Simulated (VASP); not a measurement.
Band gaps of LiBr (rock salt) from VASP (PAW), without and with spin-orbit coupling. Semilocal levels are at their own relaxed cell, hybrids and mBJ at PBE's; 0.00 means no gap at that level.

The cell of the HSE06 run:

```cif
data_Br4Li4
_chemical_formula_sum 'Li4 Br4'
_space_group_name_H-M_alt 'Fm-3m'
_space_group_IT_number 225
_space_group_name_Hall '-F 4 2 3'
_cell_length_a 5.50432
_cell_length_b 5.50432
_cell_length_c 5.50432
_cell_angle_alpha 90.000
_cell_angle_beta 90.000
_cell_angle_gamma 90.000
loop_
_atom_site_label
_atom_site_type_symbol
_atom_site_symmetry_multiplicity
_atom_site_Wyckoff_symbol
_atom_site_fract_x
_atom_site_fract_y
_atom_site_fract_z
_atom_site_occupancy
Li1 Li 4 a 0.00000 0.00000 0.00000 1
Br1 Br 4 b 0.50000 0.50000 0.50000 1
```
(The calculation used a cell of 2 atoms; values per cell refer to that cell.)

```
level  gap without SOC (eV)  gap with SOC (eV)  shift (eV)
-----  --------------------  -----------------  ----------
HSE06                  6.16                  ?           ?
```

Q: Complete the blanks.

A: 
- HSE06, gap with SOC (eV): 6.01
- HSE06, shift (eV): -0.15

Only levels that ran to the end are used. Left out are those held back, those with too coarse a band path, GW runs whose mesh misses a band edge, hybrids' fits of cells that aren't cubic and levels without matching references; a question may draw on a part of the rest.

The compound is LiBr in the rock salt structure.
